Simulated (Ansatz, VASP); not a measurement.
# CaB6: VASP beside Ansatz, part 2 of 2

One calculation is typed for both programs; each brings its own data sets. How far apart do they land? The cell is taken from a series of runs on this material, whose earlier steps may have relaxed, scaled, displaced or heated it; both programs get it as it stands.

VASP 6.6.1 and Ansatz 0.2.0.

So far: The starting structure; Ansatz: relaxation of cell and atoms, r2SCAN.

## (3) VASP: relaxation of cell and atoms, r2SCAN

Level of this step: r2SCAN; plane waves and PAW (Ca_sv, B) (VASP).

The same cell, functional, mesh and smearing now go to VASP, with its own data sets.

Lines of VASP's logs that name or quote its potential files are left out, and so is its time.

INCAR

```
SYSTEM = CaB6
PREC = Accurate
ENCUT = 550
EDIFF = 1E-07
NELM = 120
ISMEAR = 0
SIGMA = 0.01
LREAL = .FALSE.
ALGO = Normal
METAGGA = R2SCAN
LASPH = .TRUE.
NBANDS = 21
LORBIT = 11
LWAVE = .FALSE.
LCHARG = .FALSE.
ISIF = 3
IBRION = 2
NSW = 80
EDIFFG = -0.005
GGA_COMPAT = .FALSE.
NELMIN = 4
LMIXTAU = .TRUE.
KPAR = 2
```

POSCAR

```
CaB6
1.0
    4.1450000000      0.0000000000      0.0000000000
    0.0000000000      4.1450000000      0.0000000000
    0.0000000000      0.0000000000      4.1450000000
Ca B
1 6
Direct
    0.5000000000      0.5000000000      0.5000000000
    0.0000000000      0.0000000000      0.2930000000
    0.0000000000      0.0000000000      0.7070000000
    0.2930000000      0.0000000000      0.0000000000
    0.7070000000      0.0000000000      0.0000000000
    0.0000000000      0.2930000000      0.0000000000
    0.0000000000      0.7070000000      0.0000000000
```

KPOINTS

```
Automatic mesh
0
Gamma
8 8 8
0 0 0
```

The projector-augmented-wave data sets are Ca_sv and B (PBE family, release 64).

The run is started by

```bash
mpirun -np 2 vasp_std
```

Numbers of over 12 decimals in the logs are rounded to 6 here.

The program printed:

```text
[banner, memory and clock lines left out]
running    2 mpi-ranks, on    1 nodes
 distrk:  each k-point on    1 cores,    2 groups
 distr:  one band on    1 cores,    1 groups

 POSCAR found type information on POSCAR CaB
 POSCAR found :  2 types and       7 ions
|                                                                             |
|               ----> ADVICE to this user running VASP <----                  |
|                                                                             |
|     You enforced a specific xc type in the INCAR file but a different       |
|     [... a line on the potential file left out ...]
|     I HOPE YOU KNOW WHAT YOU ARE DOING!                                     |
|                                                                             |

 LDA part: xc-table for (None), standard interpolation
 POSCAR, INCAR and KPOINTS ok, starting setup
 FFT: planning ... GRIDC
 FFT: planning ... GRID_SOFT
 FFT: planning ... GRID
 WAVECAR not read
 entering main loop
       N       E                     dE             d eps       ncg     rms          rms(c)
DAV:   1     0.149980330617E+03    0.14998E+03   -0.14253E+04  1470   0.134E+03
DAV:   2    -0.542717191022E+02   -0.20425E+03   -0.19749E+03  1913   0.319E+02
DAV:   3    -0.635428759382E+02   -0.92712E+01   -0.92277E+01  2532   0.608E+01
DAV:   4    -0.637364701036E+02   -0.19359E+00   -0.19280E+00  2119   0.718E+00
DAV:   5    -0.637421698109E+02   -0.56997E-02   -0.56985E-02  2213   0.947E-01    0.103E+01
DAV:   6    -0.551396147131E+02    0.86026E+01   -0.78396E+00  2049   0.201E+01    0.570E+00
DAV:   7    -0.538604409240E+02    0.12792E+01   -0.34427E+00  2061   0.105E+01    0.148E+00
DAV:   8    -0.558318272647E+02   -0.19714E+01   -0.12409E+00  1847   0.826E+00    0.931E-01
DAV:   9    -0.542230559486E+02    0.16088E+01   -0.49204E-01  1771   0.529E+00    0.470E-01
DAV:  10    -0.541847598926E+02    0.38296E-01   -0.12376E-01  1829   0.278E+00    0.230E-01
DAV:  11    -0.543208071401E+02   -0.13605E+00   -0.32480E-02  1605   0.164E+00    0.129E-01
DAV:  12    -0.543461163765E+02   -0.25309E-01   -0.28886E-02  1646   0.146E+00    0.508E-02
DAV:  13    -0.543453951594E+02    0.72122E-03   -0.19961E-03  2277   0.396E-01    0.448E-02
DAV:  14    -0.543474958175E+02   -0.21007E-02   -0.73583E-04  1726   0.279E-01    0.174E-02
DAV:  15    -0.543480243299E+02   -0.52851E-03   -0.36530E-04  1683   0.185E-01    0.120E-02
DAV:  16    -0.543479772220E+02    0.47108E-04   -0.77418E-05  1765   0.820E-02    0.662E-03
DAV:  17    -0.543480027968E+02   -0.25575E-04   -0.16850E-05  1925   0.413E-02    0.248E-03
DAV:  18    -0.543480085167E+02   -0.57199E-05   -0.52928E-06  1746   0.207E-02    0.142E-03
DAV:  19    -0.543480082716E+02    0.24511E-06   -0.13557E-06  1883   0.104E-02    0.473E-04
DAV:  20    -0.543480087419E+02   -0.47029E-06   -0.28890E-07  1717   0.528E-03    0.405E-04
DAV:  21    -0.543480088092E+02   -0.67275E-07   -0.16380E-08  1020   0.130E-03
   1 F= -.54348009E+02 E0= -.54348009E+02  d E =-.543480E+02
[... from here on, the cycles between the ionic steps are left out ...]
   2 F= -.54031399E+02 E0= -.54031317E+02  d E =0.316610E+00
   3 F= -.54430462E+02 E0= -.54430462E+02  d E =-.824530E-01
   4 F= -.54430447E+02 E0= -.54430446E+02  d E =-.824381E-01
   5 F= -.54432580E+02 E0= -.54432580E+02  d E =-.213256E-02
   6 F= -.54432649E+02 E0= -.54432649E+02  d E =-.220249E-02
   7 F= -.54432649E+02 E0= -.54432649E+02  d E =-.220179E-02
   8 F= -.54432645E+02 E0= -.54432645E+02  d E =0.380028E-05
 trial-energy change:    0.000004  1 .order    0.000003   -0.000008    0.000014
 step:   0.2642(harm=  0.3037)  dis= 0.00007  next Energy=   -54.432650 (dE=-0.125E-05)
 bond charge predicted
       N       E                     dE             d eps       ncg     rms          rms(c)
DAV:   1    -0.544326502772E+02   -0.52733E-05   -0.22416E-04  1535   0.865E-02    0.577E-03
DAV:   2    -0.544326496679E+02    0.60925E-06   -0.60685E-06  1918   0.166E-02    0.315E-03
DAV:   3    -0.544326493760E+02    0.29188E-06   -0.17317E-06  2006   0.790E-03    0.553E-04
DAV:   4    -0.544326493786E+02   -0.25902E-08   -0.43833E-07  1720   0.463E-03
   9 F= -.54432649E+02 E0= -.54432649E+02  d E =-.648571E-06
 curvature:  -0.15 expect dE=-0.253E-06 dE for cont linesearch -0.128E-07
 trial: gam=-0.07940 g(F)=  0.285E-06 g(S)=  0.141E-05 ort = 0.905E-06 (trialstep = 0.719E+00)
 search vector abs. value=  0.161E-05
 reached required accuracy - stopping structural energy minimisation
```

OUTCAR, selected parts (step 3):

```text
ion  position               nearest neighbor table
   1  0.500  0.500  0.500-
   2  0.000  0.000  0.293-   3 1.72   4 1.72   5 1.72   6 1.72   7 1.72
   3  0.000  0.000  0.707-   2 1.72   4 1.72   5 1.72   6 1.72   7 1.72
   4  0.293  0.000  0.000-   5 1.72   3 1.72   2 1.72   6 1.72   7 1.72
   5  0.707  0.000  0.000-   4 1.72   3 1.72   2 1.72   6 1.72   7 1.72
   6  0.000  0.293  0.000-   7 1.72   3 1.72   4 1.72   5 1.72   2 1.72
   7  0.000  0.707  0.000-   6 1.72   3 1.72   4 1.72   5 1.72   2 1.72

  LATTYP: Found a simple cubic cell.
 ALAT       =     4.1450000000

 Subroutine GETGRP returns: Found 48 space group operations
 (whereof 48 operations were pure point group operations)

The static configuration has the point symmetry O_h .

 Found     35 irreducible k-points:

   k-points           NKPTS =     35   k-points in BZ     NKDIM =     35   number of bands    NBANDS=     21

   dimension x,y,z NGX =    32 NGY =   32 NGZ =   32
   dimension x,y,z NGXF=    64 NGYF=   64 NGZF=   64

   ENCUT  =  550.0 eV  40.42 Ry    6.36 a.u.   7.93  7.93  7.93*2*pi/ulx,y,z

   NELECT =      28.0000    total number of electrons

 k-points in reciprocal lattice and weights: Automatic mesh
   0.00000000  0.00000000  0.00000000       0.002
   0.12500000  0.00000000  0.00000000       0.012
   0.25000000  0.00000000  0.00000000       0.012
   0.37500000  0.00000000  0.00000000       0.012
   0.50000000  0.00000000  0.00000000       0.006
   0.12500000  0.12500000  0.00000000       0.023
   0.25000000  0.12500000  0.00000000       0.047
   0.37500000  0.12500000  0.00000000       0.047
   0.50000000  0.12500000  0.00000000       0.023
[...]
0.50000000  0.50000000  0.37500000       0.012
   0.50000000  0.50000000  0.50000000       0.002

 average (electrostatic) potential at core
       1 -49.3012       2 -27.9293       3 -27.9293       4 -27.9293       5 -27.9293
       6 -27.9293       7 -27.9293

 E-fermi :   4.7426

 k-point     1 :       0.0000    0.0000    0.0000
  band No.  band energies     occupation
    ...
     10      -1.0304      2.00000
     11      -1.0304      2.00000
     12       4.3773      2.00000
     13       4.3773      2.00000
     14       4.3773      2.00000
     15       7.6850      0.00000
     16       7.6850      0.00000
     17       7.6850      0.00000
     18       8.3919      0.00000
     19       8.3919      0.00000
    ...

 k-point     2 :       0.1250    0.0000    0.0000
  band No.  band energies     occupation
    ...
     10      -0.9805      2.00000
     11      -0.2199      2.00000
     12       3.9089      2.00000
     13       3.9089      2.00000
     14       4.4285      2.00000
     15       6.7282      0.00000
     16       8.1773      0.00000
     17       8.1773      0.00000
     18       8.5052      0.00000
     19       9.3916      0.00000
    ...

 k-point     3 :       0.2500    0.0000    0.0000
  band No.  band energies     occupation
    ...
     10      -0.8516      2.00000
     11       1.1399      2.00000
     12       3.0746      2.00000
     13       3.0746      2.00000
     14       4.5610      2.00000
     15       5.6873      0.00000
     16       8.5007      0.00000
     17       8.5007      0.00000
     18       8.7824      0.00000
     19       9.3582      0.00000
    ...

  Total       -0.0082464     -0.0082464     -0.0082464     -0.0000000      0.0000000     -0.0000000
  in kB       -0.1863216     -0.1863216     -0.1863216     -0.0000000      0.0000000     -0.0000000
  external PRESSURE =      -0.1863216 kB  Pullay stress =       0.0000000 kB

  energy-cutoff  :      550.00
  volume of cell :       70.91
      direct lattice vectors                 reciprocal lattice vectors
     4.139074325 -0.000000000 -0.000000000     0.241599914 -0.000000000 -0.000000000
     0.000000000  4.139074325 -0.000000000     0.000000000  0.241599914 -0.000000000
     0.000000000  0.000000000  4.139074325     0.000000000  0.000000000  0.241599914

 POSITION                                       TOTAL-FORCE (eV/Angst)
 -----------------------------------------------------------------------------------
      2.06954      2.06954      2.06954         0.000000      0.000000      0.000000
      0.00000      0.00000      1.23406         0.000000      0.000000      0.000992
      0.00000      0.00000      2.90501        -0.000000     -0.000000     -0.000992
      1.23406      0.00000     -0.00000         0.000992     -0.000000     -0.000000
      2.90501      0.00000     -0.00000        -0.000992      0.000000      0.000000
      0.00000      1.23406     -0.00000         0.000000      0.000992     -0.000000
      0.00000      2.90501     -0.00000        -0.000000     -0.000992      0.000000
 -----------------------------------------------------------------------------------
    total drift:                                0.000000      0.000000     -0.000000

  FREE ENERGIE OF THE ION-ELECTRON SYSTEM (eV)
  ---------------------------------------------------
  free  energy   TOTEN  =       -54.4326493786 eV

  energy  without entropy=      -54.4326493771  energy(sigma->0) =      -54.43264938

 reached required accuracy - stopping structural energy minimisation

 total charge
# of ion       s       p       d       tot
------------------------------------------
    1        2.010   5.844   0.195   8.049
    2        0.713   1.370   0.000   2.083
    3        0.713   1.370   0.000   2.083
    4        0.713   1.370   0.000   2.083
    5        0.713   1.370   0.000   2.083
    6        0.713   1.370   0.000   2.083
    7        0.713   1.370   0.000   2.083
--------------------------------------------------
tot          6.289  14.064   0.195  20.548

[... 3 further parts left out ...]
```

CONTCAR:

```
CaB6
   1.00000000000000
     4.1390743248848860   -0.0000000000000000   -0.0000000000000000
     0.0000000000000000    4.1390743248848860   -0.0000000000000000
     0.0000000000000000    0.0000000000000000    4.1390743248848860
  Ca              B
     1     6
Direct
     0.5000000000000000    0.5000000000000000    0.5000000000000000
     0.0000000000000000    0.0000000000000000    0.2981492299225432
     0.0000000000000000    0.0000000000000000    0.7018507700774567
     0.2981492299225432    0.0000000000000000    0.0000000000000000
     0.7018507700774567    0.0000000000000000    0.0000000000000000
     0.0000000000000000    0.2981492299225432    0.0000000000000000
     0.0000000000000000    0.7018507700774567    0.0000000000000000
```

## (4) Side by side

Known differences besides the potentials themselves: VASP keeps PBE cores, Ansatz makes them for the functional; the cutoff is 500 eV in Ansatz and 550 eV in VASP; Ansatz adds a Pulay correction to the stress that steers its cell, VASP none; in our runs with r2SCAN, forces from VASP's data set Ca_sv part from Ansatz's all-electron ones, so neither program is the reference here. Total energies have different zeros and are not compared.

The two programs side by side:

```
                                         quantity  Ansatz   VASP  difference
                                      volume (Å³)   70.79  70.91     -0.17 %
edge a after relaxation, in the typed setting (Å)   4.137  4.139     -0.06 %
```

## (5) VASP: relaxation of cell and atoms, r2SCAN with rVV10

The relaxed volume is the usual yardstick between codes: in a stiff, nearly cubic crystal its relative difference is about their pressure difference at one cell divided by the bulk modulus.

INCAR: that of step 3 with these lines changed.

```diff
@@ -10,2 +10,6 @@
 METAGGA = R2SCAN
+LUSE_VDW = .TRUE.
+IVDW_NL = 2
+BPARAM = 11.95
+CPARAM = 0.0093
 LASPH = .TRUE.
```

POSCAR is that of step 3.

KPOINTS is that of step 3.

The run is started by

```bash
mpirun -np 2 vasp_std
```

The program printed:

```text
[banner, memory and clock lines left out]
running    2 mpi-ranks, on    1 nodes
[...]
|                                                                             |
|               ----> ADVICE to this user running VASP <----                  |
|                                                                             |
|     You have switched on vdW-DFT.                                           |
|     This routine was written and supplied by Jiri Klimes. We recommend      |
|     that you carefully read and cite the following publications:            |
|       J. Klimes, D.R. Bowler, A. Michelides                                 |
|          J. Phys.: Cond Matt. 22 022201 (2010)                              |
|       J. Klimes, D.R. Bowler, A. Michelides                                 |
|          Phys. Rev. B. 83, 195131 (2011)                                    |
|     and references therein.                                                 |
|                                                                             |

[...]
Total rVV10 correction in eV:      0.4454886    28.8951002
Total rVV10 correction in eV:      0.4454886    28.8951002
DAV:  10    -0.539850468969E+02   -0.10023E-05   -0.15334E-06  1561   0.105E-02    0.188E-04
Total rVV10 correction in eV:      0.4454870    28.8951002
Total rVV10 correction in eV:      0.4454870    28.8951002
DAV:  11    -0.539850470824E+02   -0.18555E-06   -0.19942E-07  1703   0.368E-03    0.290E-04
Total rVV10 correction in eV:      0.4454877    28.8951002
Total rVV10 correction in eV:      0.4454877    28.8951002
DAV:  12    -0.539850471148E+02   -0.32424E-07   -0.34135E-08   935   0.136E-03
Total rVV10 correction in eV:      0.4454886    28.8951002
Total rVV10 correction in eV:      0.4454886    28.8951002
Total rVV10 correction in eV:      0.4454879    28.8951002
Total rVV10 correction in eV:      0.4454879    28.8951002
   4 F= -.53985047E+02 E0= -.53985047E+02  d E =-.328039E-02
[... from here on, the cycles between the ionic steps are left out ...]
   5 F= -.53985210E+02 E0= -.53985210E+02  d E =-.344300E-02
   6 F= -.53985209E+02 E0= -.53985209E+02  d E =-.344181E-02
   7 F= -.53985167E+02 E0= -.53985167E+02  d E =0.413060E-04
   8 F= -.53985227E+02 E0= -.53985227E+02  d E =-.186925E-04
[...]
reached required accuracy - stopping structural energy minimisation
```

From OUTCAR (step 5):

```text
  Total       -0.0118912     -0.0118912     -0.0118912      0.0000000      0.0000000     -0.0000000
  in kB       -0.2695953     -0.2695953     -0.2695953      0.0000000      0.0000000     -0.0000000
  external PRESSURE =      -0.2695953 kB  Pullay stress =       0.0000000 kB

 POSITION                                       TOTAL-FORCE (eV/Angst)
 -----------------------------------------------------------------------------------
      2.06718      2.06718      2.06718        -0.000000      0.000000     -0.000000
     -0.00000      0.00000      1.23345        -0.000000      0.000000      0.000740
     -0.00000      0.00000      2.90091        -0.000000     -0.000000     -0.000740
      1.23345      4.13436      0.00000         0.000740      0.000000      0.000000
      2.90091      0.00000      0.00000        -0.000740     -0.000000     -0.000000
     -0.00000      1.23345      0.00000        -0.000000      0.000740      0.000000
     -0.00000      2.90091      0.00000        -0.000000     -0.000740     -0.000000
 -----------------------------------------------------------------------------------
    total drift:                                0.000000      0.000000     -0.000000

  FREE ENERGIE OF THE ION-ELECTRON SYSTEM (eV)
  ---------------------------------------------------
  free  energy   TOTEN  =       -53.9852272264 eV

  energy  without entropy=      -53.9852272254  energy(sigma->0) =      -53.98522723

[... 2 parts as in an earlier step ...]

[... 2 further parts left out ...]
[key lines of the parts left out:]
E-fermi :   4.7658
```

## (6) Ansatz: relaxation of cell and atoms, r2SCAN with rVV10

The same cell, functional, mesh and smearing now go to Ansatz, which takes its cutoff from its data sets.

The cell is taken from a series of runs on this material, whose earlier steps may have relaxed, scaled, displaced or heated it; both programs get it as it stands.

input.yaml

```yaml
crystal:
  lattice:
    - [4.145, 0.0, 0.0]
    - [0.0, 4.145, 0.0]
    - [0.0, 0.0, 4.145]
  atoms:
    - { symbol: Ca, position: [0.5, 0.5, 0.5] }
    - { symbol: B, position: [0.0, 0.0, 0.293] }
    - { symbol: B, position: [0.0, 0.0, 0.707] }
    - { symbol: B, position: [0.293, 0.0, 0.0] }
    - { symbol: B, position: [0.707, 0.0, 0.0] }
    - { symbol: B, position: [0.0, 0.293, 0.0] }
    - { symbol: B, position: [0.0, 0.707, 0.0] }
kpoints:
  mp_grid: { grid: [8, 8, 8] }
hamiltonian:
  xc: r2scan
  dispersion: rvv10
scf:
  occupations: { method: gaussian, width: 0.01 }
output:
  forces: true
  stress: true
  eigenvalues: true
  write_density: true
  write_potential: true
  elf: true
  volumetric_format: npy
relax:
  adjacent_minimum: "off"
  f_tol: 0.005
  max_steps: 60
  cell: { stress_tol: 0.03 }
```

The run is started by

```bash
ansatz run input.yaml --threads 4 --pin off --max-ram 16384MiB --backend cpu --events-out ev --progress --plain --runs-dir out
```

The program printed:

```text
[...]
Crystal: 7 atoms, lattice volume = 71.215 Å³
Basis set: ecut = 500 eV, 1839 PW (Γ), exchange–correlation on 144×144×144 points (64 copies of the dense FFT grid, shifted against one another)
Bands: 21, of which v1, the nominal top of the filled ones, is band 14 counted from 1 (13 counted from 0)
Symmetry: 48 space group operations
[...]
k-points: 35 of 512
[...]
cell:  # Å, volume = 70.5378 Å³
    - [4.131812, 0, 0.0]
    - [0, 4.131812, 0.0]
    - [0.0, 0.0, 4.131812]
  atoms:
    - { symbol: Ca, position: [0.5, 0.5, 0.5] }
    - { symbol: B, position: [0, 0, 0.298273] }
    - { symbol: B, position: [0, 0, 0.701727] }
    - { symbol: B, position: [0.298273, 0, 0] }
    - { symbol: B, position: [0.701727, 0, 0] }
    - { symbol: B, position: [0, 0.298273, 0] }
    - { symbol: B, position: [0, 0.701727, 0] }
[key lines of the parts left out:]
SCF converged after 5 iterations
Free energy (F): -2762.911449 eV
Fermi energy:    8.501034 eV
P = ⅓ Tr σ = -0.0096 GPa (-0.096 kbar)
```

## (7) Comparison

Both answers:

```csv
quantity,Ansatz,VASP,difference
volume (Å³),70.54,70.67,-0.18 %
"edge a after relaxation, in the typed setting (Å)",4.132,4.134,-0.06 %
```

## (8) Results

```yaml
difference_in_volume_relaxation_of_cell_and_atoms_r2scan: -0.17 %
difference_in_volume_relaxation_of_cell_and_atoms_r2scan_with_rvv10: -0.18 %
```

**Reading.** The difference in volume is -0.18 % (relaxation of cell and atoms, r2SCAN with rVV10), within the 1.2 % picked in this series as the mark of a large difference, as far as the stopping tolerances let one tell. Such differences can come from data sets, numerical settings and the points named under the comparisons, not from the functional's error against experiment.

[Lines on the potential files, build, host, timing and source positions are cut from VASP's logs without a mark.]

[Logs are printed without paths, hosts, clocks, repeated set-up lines and the standing remarks that a program may print on its own settings, such as how far it seeks lower states.]

[Hosts, paths, dates, database ids (printed as entryN), source tags and the programs' standing remarks are cut or masked in the printed files.]
